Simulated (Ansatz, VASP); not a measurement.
# AlN: VASP beside Ansatz, part 2 of 2

Wanted: the spread between two codes on one cell, functional and k mesh. The cell is taken from a series of runs on this material, whose earlier steps may have relaxed, scaled, displaced or heated it; both programs get it as it stands.

VASP 6.6.1 and Ansatz 0.2.0.

So far: Starting point; VASP: relaxation of cell and atoms, PBE; Ansatz: relaxation of cell and atoms, PBE; Differences.

## (5) VASP: zone-centre phonons, PBE

Level of this step: PBE; plane waves and PAW (Al, N) (VASP).

Second derivatives magnify differences that forces hide, and they need a tight electronic threshold.

INCAR reads:

```
SYSTEM = AlN
PREC = Accurate
ENCUT = 600
EDIFF = 1E-08
NELM = 120
ISMEAR = 0
SIGMA = 0.01
LREAL = .FALSE.
ALGO = Normal
GGA = PE
NBANDS = 14
LORBIT = 11
LWAVE = .FALSE.
LCHARG = .FALSE.
ISIF = 2
IBRION = 8
LEPSILON = .TRUE.
LASPH = .TRUE.
GGA_COMPAT = .FALSE.
EFERMI = MIDGAP
KPAR = 2
```

POSCAR reads:

```
AlN
1.0
    3.1285035208      0.0000000000      0.0000000000
   -1.5642517604      2.7093635249      0.0000000000
    0.0000000000      0.0000000000      5.0150209592
Al N
2 2
Direct
    0.3333333333      0.6666666667      0.9992310674
    0.6666666667      0.3333333333      0.4992310674
    0.3333333333      0.6666666667      0.3807689326
    0.6666666667      0.3333333333      0.8807689326
```

KPOINTS reads:

```
Automatic mesh
0
Gamma
9 9 4
0 0 0
```

PAW data sets: Al and N (PBE family, release 64).

The run is started by

```sh
$ mpirun -np 2 vasp_std
```

Numbers of over 12 decimals in the logs are rounded to 6 here.

What it wrote:

```text
[... set-up lines as in an earlier step ...]
 entering main loop
       N       E                     dE             d eps       ncg     rms          rms(c)
DAV:   1     0.550938048871E+02    0.55094E+02   -0.81709E+03  1008   0.115E+03
DAV:   2    -0.298101188439E+02   -0.84904E+02   -0.76967E+02  1382   0.225E+02
DAV:   3    -0.344316505810E+02   -0.46215E+01   -0.46036E+01  1380   0.565E+01
DAV:   4    -0.344662224413E+02   -0.34572E-01   -0.34567E-01  1110   0.541E+00
[...]
DAV:  15    -0.297835354269E+02   -0.27700E-07   -0.19397E-07  1344   0.356E-03    0.355E-04
DAV:  16    -0.297835354156E+02    0.11334E-07   -0.82640E-09   798   0.787E-04    0.197E-04
DAV:  17    -0.297835354158E+02   -0.24215E-09   -0.66557E-10   738   0.373E-04
   1 F= -.29783535E+02 E0= -.29783535E+02  d E =0.000000E+00
 Linear response reoptimize wavefunctions to high precision
DAV:   1    -0.297835354155E+02    0.31662E-09   -0.78854E-11   768   0.785E-05
DAV:   2    -0.297835354154E+02    0.60140E-10   -0.10555E-11   690   0.374E-05
 Linear response G [H, r] |phi>, progress :
  Direction:   1
[...]
RMM:  11    -0.239046814598E+00    0.14970E-08    0.11731E-08  8286   0.102E-05    0.403E-07
 first order change of Fermi-energy  -0.63864E-04
 force on displaced ion       3 direction 1 : -15.060  -0.001  -0.000
 Born effective charge ion    3 direction 1 :  -2.516   0.000   0.000
 Linear response progress:
  Degree of freedom:   4/  4
       N       E                     dE             d eps       ncg     rms          rms(c)
RMM:   1    -0.251146099321E+00   -0.25115E+00    0.24106E-01  2416   0.324E+00
RMM:   2    -0.251499836669E+00   -0.35374E-03   -0.34070E-03  1933   0.456E-01    0.180E-01
RMM:   3    -0.251817554438E+00   -0.31772E-03   -0.17124E-03  1908   0.242E-01    0.825E-02
RMM:   4    -0.253146120477E+00   -0.13286E-02   -0.88657E-04  2036   0.159E-01    0.233E-02
[...]
RMM:  10    -0.253385465455E+00   -0.31137E-06   -0.17114E-08  2279   0.432E-05    0.125E-05
RMM:  11    -0.253385484791E+00   -0.19336E-07    0.18361E-08  2222   0.267E-05    0.382E-06
RMM:  12    -0.253385489088E+00   -0.42968E-08   -0.49028E-09  2246   0.796E-06    0.118E-06
 first order change of Fermi-energy   0.84833E+00
 force on displaced ion       3 direction 3 :  -0.000   0.000 -18.956
 Born effective charge ion    3 direction 3 :   0.000   0.000  -2.675
 Born effective charges drift removed
 Linear response finished
```

Parts of OUTCAR (step 5):

```text
  Total       -0.0219200     -0.0219200     -0.0080506      0.0000000      0.0000000      0.0000000
  in kB       -0.8261794     -0.8261794     -0.3034332      0.0000000      0.0000000      0.0000000
[...]
3.128503521  0.000000000  0.000000000     0.319641641  0.184545188  0.000000000
    -1.564251760  2.709363525  0.000000000     0.000000000  0.369090375  0.000000000
     0.000000000  0.000000000  5.015020959     0.000000000  0.000000000  0.199400961

 POSITION                                       TOTAL-FORCE (eV/Angst)
 -----------------------------------------------------------------------------------
     -0.00000      1.80624      5.01116         0.000000      0.000000     -0.000501
      1.56425      0.90312      2.50365        -0.000000      0.000000     -0.000501
     -0.00000      1.80624      1.90956        -0.000000      0.000000      0.000501
      1.56425      0.90312      4.41707         0.000000     -0.000000      0.000501
 -----------------------------------------------------------------------------------
    total drift:                               -0.000000      0.000000      0.000562

 MACROSCOPIC STATIC DIELECTRIC TENSOR (including local field effects in DFT)
 ------------------------------------------------------
           4.470973    -0.000000    -0.000000
           0.000000     4.470973     0.000000
           0.000000    -0.000000     4.692774
 ------------------------------------------------------

 MACROSCOPIC STATIC DIELECTRIC TENSOR IONIC CONTRIBUTION
 ------------------------------------------------------
           3.755724    -0.000000    -0.000000
          -0.000000     3.755724    -0.000000
          -0.000000    -0.000000     5.057907
 ------------------------------------------------------

[... 1 part as in an earlier step ...]
```

## (6) Ansatz: zone-centre phonons, PBE

The same cell, functional and mesh now go to Ansatz, which takes its cutoff from its data sets.

The cell is taken from a series of runs on this material, whose earlier steps may have relaxed, scaled, displaced or heated it; both programs get it as it stands.

input.yaml reads:

```yaml
crystal:
  lattice:
    - [3.1285035208, 0.0, 0.0]
    - [-1.5642517604, 2.7093635249, 0.0]
    - [0.0, 0.0, 5.0150209592]
  atoms:
    - { symbol: Al, position: [0.3333333333, 0.6666666667, -0.0007689326] }
    - { symbol: Al, position: [0.6666666667, 0.3333333333, 0.4992310674] }
    - { symbol: "N", position: [0.3333333333, 0.6666666667, 0.3807689326] }
    - { symbol: "N", position: [0.6666666667, 0.3333333333, 0.8807689326] }
kpoints:
  mp_grid: { grid: [9, 9, 4] }
hamiltonian:
  xc: pbe
  pseudopotentials: { kind: nc, accuracy: standard }
scf:
  occupations: { method: fixed }
output:
  eigenvalues: true
phonons:
  method: dfpt
  dielectric: true
  rigid_motions: translations
```

The run is started by

```sh
$ ansatz run input.yaml --threads 4 --pin off --max-ram 7168MiB --backend cpu --events-out ev --progress --plain --runs-dir out
```

What it wrote:

```text
[...]
Crystal: 4 atoms, lattice volume = 42.509 Å³
Basis set: ecut = 1142.878222 eV, 3729 PW (Γ), exchange–correlation on 72×72×120 points (8 copies of the dense FFT grid, shifted against one another)
Bands: 12, of which v1, the nominal top of the filled ones, is band 8 counted from 1 (7 counted from 0)
Symmetry: 12 space group operations
k-points: 95 of 324 (irreducible under 2 space group operations, time reversal used)
[...]
optical modes at Γ + LO–TO along q̂ = [1.0000, 0.0000, 0.0000]:
      ω (cm⁻¹)  modes    IR ((D/Å)²/amu)
[...]
optical modes at Γ + LO–TO along q̂ = [0.0000, 1.0000, 0.0000]:
      ω (cm⁻¹)  modes    IR ((D/Å)²/amu)
[...]
optical modes at Γ + LO–TO along q̂ = [0.0000, 0.0000, 1.0000]:
      ω (cm⁻¹)  modes    IR ((D/Å)²/amu)
[...]
643.96      2             0.0000
        655.76      2            62.8052
        709.97      1             0.0000
        863.30      1            35.5768
[key lines of the parts left out:]
SCF converged after 9 iterations
Free energy (F): -696.305826 eV
Fermi energy:    6.949197 eV
```

## (7) Differences

What differs besides the data sets and the points named for the pairs above, as far as they apply: VASP's response is taken on the typed mesh, Ansatz refines its own for the field response alone. Total energies have different zeros and are not compared.

Both answers:

| quantity | Ansatz | VASP | difference |
| --- | --- | --- | --- |
| ε∞ xx | 4.43 | 4.47 | -0.85 % |
| ε∞ yy | 4.43 | 4.47 | -0.85 % |
| ε∞ zz | 4.65 | 4.69 | -0.88 % |
| Born charge of Al1 (mean of the diagonal) (e) | 2.56 | 2.57 | -0.01 |
| Born charge of N3 (mean of the diagonal) (e) | -2.56 | -2.57 | +0.01 |
| optical mode 1 to 2 (cm⁻¹) | 237.6 | 237.2 | +0.17 % |
| optical mode 3 (cm⁻¹) | 537.0 | 536.4 | +0.09 % |
| optical mode 4 (cm⁻¹) | 601.3 | 596.2 | +0.85 % |
| optical mode 5 to 6 (cm⁻¹) | 644.0 | 638.4 | +0.87 % |
| optical mode 7 to 8 (cm⁻¹) | 655.8 | 650.7 | +0.78 % |
| optical mode 9 (cm⁻¹) | 710.0 | 708.8 | +0.17 % |

Modes are paired by rising frequency, not by their patterns, so a pair may set unlike modes beside each other; they are those without the splitting of longitudinal modes.

## (8) Results

* difference in volume (relaxation of cell and atoms, PBE): 0.052 %
* r.m.s. difference of the optical zone-centre modes, each program's sorted by frequency (zone-centre phonons, PBE): 4.0 cm⁻¹
* difference in ε∞ zz (zone-centre phonons, PBE): -0.9 %

**Reading.** The difference in volume is 0.052 % (relaxation of cell and atoms, PBE), within the 1.2 % picked in this series as the mark of a large difference, as far as the stopping tolerances let one tell. Among the rows given in per cent, the largest difference of the zone-centre phonons, PBE pair is in ε∞ zz, -0.9 %. Such differences can come from data sets, numerical settings and the points named under the comparisons, not from the functional's error against experiment.

[Lines on the potential files, build, host, timing and source positions are cut from VASP's logs without a mark.]

[Logs are printed without paths, hosts, clocks, repeated set-up lines and the standing remarks that a program may print on its own settings, such as how far it seeks lower states.]

[Hosts, paths, dates, database ids (printed as entryN), source tags and the programs' standing remarks are cut or masked in the printed files.]
